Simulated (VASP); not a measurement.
Output of a VASP run:

OSZICAR:
```
       N       E                     dE             d eps       ncg     rms          rms(c)
DAV:   1     0.438487985720E+02    0.43849E+02   -0.92723E+03  2288   0.149E+03
DAV:   2    -0.246464813487E+02   -0.68495E+02   -0.64999E+02  3113   0.271E+02
DAV:   3    -0.268276549016E+02   -0.21812E+01   -0.21371E+01  2953   0.401E+01
DAV:   4    -0.268434512028E+02   -0.15796E-01   -0.15747E-01  2744   0.347E+00
DAV:   5    -0.268436935715E+02   -0.24237E-03   -0.24219E-03  2867   0.309E-01    0.578E+01
DAV:   6    -0.239557410519E+02    0.28880E+01   -0.15507E+01  2579   0.286E+01    0.477E+01
DAV:   7    -0.238731632127E+02    0.82578E-01   -0.64700E-01  2612   0.705E+00    0.280E+01
DAV:   8    -0.238521925750E+02    0.20971E-01   -0.84663E-02  2660   0.283E+00    0.461E+00
DAV:   9    -0.238466167737E+02    0.55758E-02   -0.35984E-02  2633   0.134E+00    0.161E+00
DAV:  10    -0.238461439002E+02    0.47287E-03   -0.27417E-03  2675   0.447E-01    0.401E-02
DAV:  11    -0.238461470832E+02   -0.31831E-05   -0.62284E-05  2693   0.897E-02    0.414E-02
DAV:  12    -0.238461461787E+02    0.90454E-06   -0.87684E-06  2629   0.280E-02
   1 F= -.22501296E+02 E0= -.22501111E+02  d E =-.225013E+02
```

OUTCAR:
```
------------------------ aborting loop because EDIFF is reached ----------------------------------------
  FORCE on cell =-STRESS in cart. coord.  units (eV):
  Direction    XX          YY          ZZ          XY          YZ          ZX
  --------------------------------------------------------------------------------------
  Total        1.3402621      1.3402621      1.3402621      0.0000000     -0.0000000      0.0000000
  in kB       99.6588590     99.6588590     99.6588590      0.0000000     -0.0000000      0.0000000
  external PRESSURE =      -0.3411410 kB  Pullay stress =     100.0000000 kB
  volume of cell :       21.55
      direct lattice vectors                 reciprocal lattice vectors
     0.000000000  2.208605428  2.208605428    -0.226387201  0.226387201  0.226387201
     2.208605428  0.000000000  2.208605428     0.226387201 -0.226387201  0.226387201
     2.208605428  2.208605428  0.000000000     0.226387201  0.226387201 -0.226387201
 POSITION                                       TOTAL-FORCE (eV/Angst)
 -----------------------------------------------------------------------------------
      0.00000      0.00000      0.00000        -0.000000     -0.000000     -0.000000
      2.20861      2.20861      2.20861         0.000000      0.000000      0.000000
 -----------------------------------------------------------------------------------
    total drift:                                0.000000      0.000000      0.000000
  FREE ENERGIE OF THE ION-ELECTRON SYSTEM (eV)
  ---------------------------------------------------
  free  energy   TOTEN  =       -23.8461461787 eV

  energy  without entropy=      -23.8455903794  energy(sigma->0) =      -23.84596091
  enthalpy is  TOTEN    =       -22.5012962669 eV   P V=        1.3448499117

 reached required accuracy - stopping structural energy minimisation
```
(Selected blocks of OUTCAR.)

File POSCAR:
```
HfN
1
    0.0000000000     2.2086054280     2.2086054280
    2.2086054280     0.0000000000     2.2086054280
    2.2086054280     2.2086054280     0.0000000000
Hf N
1 1
Direct
  0.0000000000   0.0000000000   0.0000000000
  0.5000000000   0.5000000000   0.5000000000
```

Task: Reconstruct the remaining input files.

Result: One answer among several that fit: the input of the run itself, LDA (Ceperley-Alder, Perdew-Zunger), plane waves, VASP's LDA PAW potentials (set 64).

**INCAR**
```
SYSTEM  =  HfN
PREC  =  Accurate; ENCUT  =  620; LREAL  =  F
LASPH  =  T
EDIFF  =  1E-6; NELM  =  100; ALGO  =  Normal
LMAXMIX  =  6
ISMEAR  =  1; SIGMA  =  0.1
IBRION  =  2; NSW  =  40; ISIF  =  3
EDIFFG  =  -0.02; PSTRESS  =  100
LWAVE  =  F; LCHARG  =  F
```

KPOINTS:
```
Automatic mesh
0
Gamma
14 14 14
0 0 0
```

POTCAR, in this order: Hf_pv N (LDA.64 set). Program: vasp_std.

The compound is HfN in the rock salt structure. It was relaxed first under an external pressure of 10 GPa. The electron count is odd and the run is not spin-polarised, which forces a metal.
